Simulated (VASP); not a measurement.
A convergence study with VASP on GaP (zinc blende): one setting is varied, all else stays as given below, so the limit is that of these other settings.

```
GaP
1.0
    0.00000     2.72500     2.72500
    2.72500     0.00000     2.72500
    2.72500     2.72500     0.00000
Ga P
1 1
Direct
  0.00000   0.00000   0.00000
  0.25000   0.25000   0.25000
```

These are PBEsol GGA, VASP's PBE PAW potentials (set 64) (plane waves; VASP) values and carry that method's errors. The tightest run used: 550 eV cut-off, 13×13×13 Monkhorst-Pack mesh, Gaussian smearing of 0.050 eV, potentials Ga_d P.

| setting | E (eV/atom) | pressure (GPa) | irreducible k-points |
|---|---|---|---|
| 1×1×1 mesh | 3.6800 | 50.29 | 1 |
| 2×2×2 mesh | -4.8938 | -0.22 | 2 |
| 3×3×3 mesh | -4.6988 | 1.00 | 4 |
| 4×4×4 mesh | -4.9606 | -0.59 | 10 |
| 5×5×5 mesh | -4.9371 | -0.47 | 10 |
| 6×6×6 mesh | -4.9616 | -0.58 | 28 |

### Question
These are the cheaper rows. Estimate the results at 13×13×13 mesh, and how far the last row shown lies from them.

### Answer

| quantity | tightest run | last row shown is off by |
|---|---|---|
| E (eV/atom) | -4.9616 | 0.0000 |
| pressure (GPa) | -0.58 | 0.00 |

Left out are rungs that failed or repeat a setting and relaxations that didn't move; long series are thinned to 24 rows.

The compound is GaP in the zinc blende structure. The cell was not relaxed at this level.
